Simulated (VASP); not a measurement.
Consider the following.

```
YN
1.0
    0.00000     2.48923     2.48923
    2.48923     0.00000     2.48923
    2.48923     2.48923     0.00000
Y N
1 1
Cartesian
  0.00000   0.00000   0.00000
  2.48923   2.48923   2.48923
```

All values below come from PBE GGA, VASP's PBE PAW potentials (set 64) (plane waves; VASP 6.6.1). Run with 600 eV cut-off, 8×8×8 Γ-centred mesh, Gaussian smearing of 0.050 eV, potentials Y_sv N.

### Question
Give the stress tensor in GPa (positive for a compressed cell).

### Answer

```
-6.58   0.00   0.00
 0.00  -6.58   0.00
 0.00   0.00  -6.58
```
The pressure is its mean diagonal, -6.58 GPa.

The compound is YN in the rock salt structure. This cell was strained or had an atom moved on purpose.
